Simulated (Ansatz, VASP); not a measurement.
# Mg3ScAlCo: VASP beside Ansatz, part 2 of 2

Wanted: the spread between two codes on one cell, functional and k mesh. The cell is invented: As first built, before any earlier steps moved the atoms (in the runner's words): it takes the YAlCo4 structure with some of its atoms replaced by other elements, volume scaled by an estimate. It may not be a known or stable phase. The cell is taken from a series of VASP runs on this material, whose earlier steps may have relaxed, scaled or displaced it; both programs get it as it stands.

VASP 6.6.1 and Ansatz 0.2.0.

So far. Step 2 (Ansatz: single point, PBE): The run ends at a pressure of 0.04 GPa, with forces up to 8.4e-4 eV/Å.

### Step 3. VASP: single point, PBE

Level of this step: PBE, spin-polarised from a ferromagnetic start (one magnetic atom a cell); plane waves and PAW (Co, Sc_sv, Al, Mg); invented cell (VASP).

The same cell, functional, mesh and smearing now go to VASP, with its own data sets and cutoff.

Lines of VASP's logs that name or quote its potential files are left out, and so is its time.

INCAR reads:

```
SYSTEM = Mg3ScAlCo
PREC = Accurate
ENCUT = 400
EDIFF = 1E-06
NELM = 100
ISMEAR = -1
SIGMA = 0.05
LREAL = .FALSE.
ALGO = Normal
GGA = PE
ISPIN = 2
MAGMOM = 2 0 0 0 0 0
LMAXMIX = 4
LORBIT = 11
LWAVE = .FALSE.
LCHARG = .FALSE.
KPAR = 2
ISIF = 2
```

POSCAR reads:

```
Mg3ScAlCo
1.0
    5.4119124085      0.0000000000      0.0000000000
   -2.7059562042      4.6868535305      0.0000000000
    0.0000000000      0.0000000000      4.5293290425
Co Sc Al Mg
1 1 1 3
Direct
    0.3333333300      0.6666666700      0.0000000000
    0.6666666700      0.3333333300      0.0000000000
    0.0000000000      0.0000000000      0.0000000000
    0.6582031009      0.8291015455      0.5000000000
    0.1708984545      0.8291015455      0.5000000000
    0.1708984545      0.3417968991      0.5000000000
```

KPOINTS reads:

```
Automatic mesh
0
Gamma
6 6 6
0 0 0
```

The projector-augmented-wave data sets are Co, Sc_sv, Al and Mg (PBE family, release 64).

Run with:

```console
mpirun -np 2 vasp_std
```

Numbers of over 12 decimals in the logs are rounded to 6 here.

Log:

```text
[banner, memory and clock lines left out]
running    2 mpi-ranks, on    1 nodes
 distrk:  each k-point on    1 cores,    2 groups
 distr:  one band on    1 cores,    1 groups

 POSCAR found type information on POSCAR CoScAlMg
 POSCAR found :  4 types and       6 ions
 LDA part: xc-table for (Slater+PW92), standard interpolation
 POSCAR, INCAR and KPOINTS ok, starting setup
 FFT: planning ... GRIDC
 FFT: planning ... GRID_SOFT
 FFT: planning ... GRID
 WAVECAR not read
 entering main loop
       N       E                     dE             d eps       ncg     rms          rms(c)
DAV:   1     0.208684265467E+03    0.20868E+03   -0.10336E+04  2264   0.107E+03
DAV:   2    -0.120705897278E+02   -0.22075E+03   -0.21745E+03  2356   0.413E+02
DAV:   3    -0.233824411809E+02   -0.11312E+02   -0.10715E+02  3232   0.927E+01
DAV:   4    -0.238329710474E+02   -0.45053E+00   -0.44192E+00  3181   0.155E+01
DAV:   5    -0.238465673656E+02   -0.13596E-01   -0.13538E-01  3119   0.311E+00    0.119E+01
DAV:   6    -0.296631606185E+02   -0.58166E+01   -0.10289E+02  2812   0.107E+02    0.268E+01
DAV:   7    -0.208740579690E+02    0.87891E+01   -0.27201E+01  2948   0.716E+01    0.342E+00
DAV:   8    -0.210822104363E+02   -0.20815E+00   -0.41937E+00  3238   0.140E+01    0.461E+00
DAV:   9    -0.210815448264E+02    0.66561E-03   -0.22703E+00  3190   0.138E+01    0.410E+00
DAV:  10    -0.209660877607E+02    0.11546E+00   -0.38854E-01  3558   0.576E+00    0.114E+00
DAV:  11    -0.209606682571E+02    0.54195E-02   -0.45826E-02  3723   0.166E+00    0.365E-01
DAV:  12    -0.209606164612E+02    0.51796E-04   -0.35769E-03  3010   0.448E-01    0.118E-01
DAV:  13    -0.209609109224E+02   -0.29446E-03   -0.14482E-03  3265   0.267E-01    0.208E-01
DAV:  14    -0.209609164858E+02   -0.55635E-05   -0.56518E-04  3204   0.186E-01    0.116E-01
[...]
DAV:  18    -0.209611897432E+02   -0.10229E-03   -0.15449E-03  3325   0.315E-01    0.440E-02
DAV:  19    -0.209612608560E+02   -0.71113E-04   -0.10194E-03  3575   0.239E-01    0.340E-02
DAV:  20    -0.209612901277E+02   -0.29272E-04   -0.25850E-04  3532   0.123E-01    0.299E-02
DAV:  21    -0.209613045131E+02   -0.14385E-04   -0.82083E-05  3521   0.706E-02    0.262E-02
DAV:  22    -0.209613272040E+02   -0.22691E-04   -0.49122E-04  3395   0.180E-01    0.160E-02
DAV:  23    -0.209613435604E+02   -0.16356E-04   -0.16307E-03  3431   0.320E-01    0.534E-03
DAV:  24    -0.209613523091E+02   -0.87487E-05   -0.52684E-05  2711   0.441E-02    0.259E-03
DAV:  25    -0.209613531530E+02   -0.84394E-06   -0.45253E-06  2336   0.153E-02
   1 F= -.20961353E+02 E0= -.20941964E+02  d E =-.387783E-01  mag=     0.3169
```

OUTCAR, selected parts (step 3):

```text
ion  position               nearest neighbor table
   1  0.333  0.667  0.000-   5 2.73   5 2.73   6 2.73   6 2.73   4 2.73   4 2.73   2 3.12   3 3.12
                             3 3.12   2 3.12   3 3.12   2 3.12
   2  0.667  0.333  0.000-   1 3.12   3 3.12   3 3.12   1 3.12   3 3.12   1 3.12   4 3.53   4 3.53
                             5 3.53   5 3.53   5 3.53   5 3.53   4 3.53   4 3.53   6 3.53   6 3.53
   3  0.000  0.000  0.000-   6 2.77   6 2.77   4 2.77   4 2.77   5 2.77   5 2.77   1 3.12   2 3.12
                             2 3.12   1 3.12   2 3.12   1 3.12
   4  0.658  0.829  0.500-   6 2.64   5 2.64   1 2.73   1 2.73   3 2.77   3 2.77   6 2.77   5 2.77
                             2 3.53   2 3.53   2 3.53   2 3.53
   5  0.171  0.829  0.500-   6 2.64   4 2.64   1 2.73   1 2.73   3 2.77   3 2.77   6 2.77   4 2.77
                             2 3.53   2 3.53   2 3.53   2 3.53
   6  0.171  0.342  0.500-   5 2.64   4 2.64   1 2.73   1 2.73   3 2.77   3 2.77   5 2.77   4 2.77
                             2 3.53   2 3.53   2 3.53   2 3.53

  LATTYP: Found a hexagonal cell.
 ALAT       =     5.4119124085
 C/A-ratio  =     0.8369183942

 Subroutine GETGRP returns: Found 12 space group operations
 (whereof 12 operations were pure point group operations)

The static configuration has the point symmetry D_3h.

 Found     28 irreducible k-points:

   k-points           NKPTS =     28   k-points in BZ     NKDIM =     28   number of bands    NBANDS=     19

   dimension x,y,z NGX =    36 NGY =   36 NGZ =   30
   dimension x,y,z NGXF=    72 NGYF=   72 NGZF=   60

   ENCUT  =  400.0 eV  29.40 Ry    5.42 a.u.   8.83  8.83  7.39*2*pi/ulx,y,z

   NELECT =      29.0000    total number of electrons

 k-points in reciprocal lattice and weights: Automatic mesh
   0.00000000  0.00000000  0.00000000       0.005
   0.16666667  0.00000000  0.00000000       0.028
   0.33333333 -0.00000000  0.00000000       0.028
   0.50000000  0.00000000  0.00000000       0.014
   0.16666667  0.16666667  0.00000000       0.028
   0.33333333  0.16666667  0.00000000       0.056
   0.33333333  0.33333333  0.00000000       0.009
   0.00000000  0.00000000  0.16666667       0.009
   0.16666667  0.00000000  0.16666667       0.056
[...]
0.33333333  0.16666667  0.50000000       0.056
   0.33333333  0.33333333  0.50000000       0.009

 average (electrostatic) potential at core
       1 -83.4369       2 -47.4756       3 -75.9024       4 -36.8173       5 -36.8173
       6 -36.8173

 E-fermi :   4.3367

 spin component 1
 k-point     1 :       0.0000    0.0000    0.0000
  band No.  band energies     occupation
    ...
     11       3.2086      1.00000
     12       3.2405      1.00000
     13       3.4184      1.00000
     14       3.4184      1.00000
     15       3.7822      0.99998
     16       4.8143      0.00007
     17       4.8143      0.00007
     18       5.5786      0.00000
     19       5.5786      0.00000

 k-point     2 :       0.1667    0.0000    0.0000
  band No.  band energies     occupation
    ...
     11       3.1871      1.00000
     12       3.3545      1.00000
     13       3.4071      1.00000
     14       3.6963      1.00000
     15       4.0153      0.99839
     16       4.9464      0.00001
     17       4.9509      0.00000
     18       5.5834      0.00000
     19       5.7149      0.00000

 k-point     3 :       0.3333   -0.0000    0.0000
  band No.  band energies     occupation
    ...
     10       2.8322      1.00000
     11       3.1451      1.00000
     12       3.2806      1.00000
     13       3.6981      1.00000
     14       3.7100      1.00000
     15       4.4940      0.04123
     16       5.1580      0.00000
     17       5.5488      0.00000
     18       5.5924      0.00000
     19       5.7167      0.00000

 k-point     4 :       0.5000    0.0000    0.0000
  band No.  band energies     occupation
    ...
     10       2.9043      1.00000
     11       3.1247      1.00000
     12       3.2617      1.00000
     13       3.7041      1.00000
     14       3.9020      0.99983
     15       4.6709      0.00125
     16       5.2484      0.00000
     17       5.4812      0.00000
     18       5.5967      0.00000
     19       5.6389      0.00000

 k-point     5 :       0.1667    0.1667    0.0000
  band No.  band energies     occupation
    ...
     10       2.9249      1.00000
     11       3.1649      1.00000
     12       3.2650      1.00000
     13       3.6344      1.00000
     14       3.9099      0.99980
     15       4.3678      0.34912
     16       4.7937      0.00011
     17       5.4126      0.00000
     18       5.5327      0.00000
     19       6.0034      0.00000

 k-point     6 :       0.3333    0.1667    0.0000
  band No.  band energies     occupation
    ...
     10       3.0388      1.00000
     11       3.1447      1.00000
     12       3.2163      1.00000
     13       3.9391      0.99965
     14       3.9542      0.99952
     15       4.6241      0.00317
     16       5.0293      0.00000
     17       5.1431      0.00000
     18       5.6411      0.00000
     19       6.1787      0.00000

  Total       -0.0638221     -0.0638221     -0.0310578     -0.0000000      0.0000000     -0.0000000
  in kB       -0.8900530     -0.8900530     -0.4331268     -0.0000000      0.0000000     -0.0000000
  external PRESSURE =      -0.7377443 kB  Pullay stress =       0.0000000 kB

  energy-cutoff  :      400.00
  volume of cell :      114.89
      direct lattice vectors                 reciprocal lattice vectors
     5.411912409  0.000000000  0.000000000     0.184777566  0.106681379  0.000000000
    -2.705956204  4.686853530  0.000000000     0.000000000  0.213362759  0.000000000
     0.000000000  0.000000000  4.529329042     0.000000000  0.000000000  0.220783253

 POSITION                                       TOTAL-FORCE (eV/Angst)
 -----------------------------------------------------------------------------------
     -0.00000      3.12457      0.00000         0.000000      0.000000     -0.000000
      2.70596      1.56228      0.00000         0.000000      0.000000     -0.000000
      0.00000      0.00000      0.00000         0.000000      0.000000     -0.000000
      1.31863      3.88588      2.26466        -0.000897     -0.000518      0.000000
     -1.31863      3.88588      2.26466         0.000897     -0.000518      0.000000
      0.00000      1.60195      2.26466         0.000000      0.001036      0.000000
 -----------------------------------------------------------------------------------
    total drift:                               -0.000026      0.000015     -0.000000

  FREE ENERGIE OF THE ION-ELECTRON SYSTEM (eV)
  ---------------------------------------------------
  free  energy   TOTEN  =       -20.9613531530 eV

  energy  without entropy=      -20.9225748145  energy(sigma->0) =      -20.94196398

 total charge
# of ion       s       p       d       tot
------------------------------------------
    1        0.391   0.277   7.348   8.016
    2        2.186   6.086   0.915   9.187
    3        0.424   0.378   0.000   0.802
    4        0.224   0.184   0.024   0.432
    5        0.224   0.184   0.024   0.432
    6        0.224   0.184   0.024   0.432
--------------------------------------------------
tot          3.672   7.293   8.335  19.300

 magnetization (x)
# of ion       s       p       d       tot
------------------------------------------
    1        0.002   0.001   0.356   0.359
    2       -0.003  -0.002  -0.025  -0.030
    3        0.001  -0.001   0.000  -0.000
    4       -0.001   0.001  -0.000  -0.000
    5       -0.001   0.001  -0.000  -0.000
    6       -0.001   0.001  -0.000  -0.000
--------------------------------------------------
tot         -0.002   0.000   0.330   0.329

[... 6 further parts left out ...]
```

The run ends at a pressure of -0.07 GPa, with forces up to 0.0010 eV/Å.

### Step 4. Differences

Known differences besides the potentials themselves: the data sets hold 61 valence electrons in Ansatz (default PAW (the set named soft_2) files) and 29 in VASP; the cutoff is 420 eV in Ansatz and 400 eV in VASP; VASP leaves aspherical gradient terms in its spheres out (LASPH is not set), Ansatz keeps them; site moments are counted in spheres of each program's own size. Total energies have different zeros and are not compared.

Compared:

```tsv
quantity	Ansatz	VASP	difference
pressure (GPa)	0.04	-0.07	+0.12
total moment (μB)	0.45	0.32	+0.13
moment on Co1 (μB)	0.51	0.36	+0.15
```

Ansatz's pressure holds a Pulay correction of 0.03 GPa; VASP's holds none.

### Step 5. Summary of results

| Property | Result |
| --- | --- |
| difference in total moment (single point, PBE) | 0.13 μB |

**Reading.** The difference in total moment is 0.13 μB (single point, PBE). How closely two codes agree says nothing of how well the functional describes the real material.

[Lines on the potential files, build, host, timing and source positions are cut from VASP's logs without a mark.]

[Logs are printed without paths, hosts, clocks, repeated set-up lines and the standing remarks that a program may print on its own settings, such as how far it seeks lower states.]

[Hosts, paths, dates, database ids (printed as entryN), source tags and the programs' standing remarks are cut or masked in the printed files.]
